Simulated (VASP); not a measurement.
Here is the system:

```yaml
crystal:
  lattice:
    - [3.99312, 0.00000, 0.00000]
    - [0.00000, 3.99312, 0.00000]
    - [0.00000, 0.00000, 3.99312]
  atoms:
    - { symbol: Sc, position: [0.00000, 0.00000, 0.00000] }
    - { symbol: Al, position: [0.00000, 0.50000, 0.50000] }
    - { symbol: Al, position: [0.50000, 0.00000, 0.50000] }
    - { symbol: Al, position: [0.50000, 0.50000, 0.00000] }
```

Level of theory: revTPSS meta-GGA, VASP's PBE PAW potentials (set 64) (plane waves; VASP). Numerical set-up: 520 eV cut-off, 8×8×8 Γ-centred mesh, first-order Methfessel-Paxton smearing of 0.10 eV, potentials Sc_sv Al.

Q: Give the stress tensor in GPa (positive for a compressed cell).

A: 
```
6.60  0.00  0.00
0.00  6.60  0.00
0.00  0.00  6.60
```
The pressure is its mean diagonal, 6.60 GPa.

The compound is Al3Sc in the L1_2 structure. This cell is one point of a volume scan, at 0.94 of the reference volume.
